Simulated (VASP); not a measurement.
Here is the system:

```
CELL_PARAMETERS angstrom
      0.00000     2.60847     2.60847
      2.60847     0.00000     2.60847
      2.60847     2.60847     0.00000
ATOMIC_POSITIONS crystal
  Be 0.00000 0.00000 0.00000
  Se 0.25000 0.25000 0.25000
```

The numbers are results of revPBE GGA, VASP's PBE PAW potentials (set 64) (plane waves; VASP 6.6.1), not measurements. Settings: 520 eV cut-off, 9×9×9 Γ-centred mesh, Gaussian smearing of 0.050 eV, potentials Be Se.

Q: Predict the energy per atom (σ→0).

A: 
```
Item                            Value
---------------------  --------------
energy per atom (σ→0)  -4.174 eV/atom
```

The compound is BeSe in the zinc blende structure. It was relaxed first.
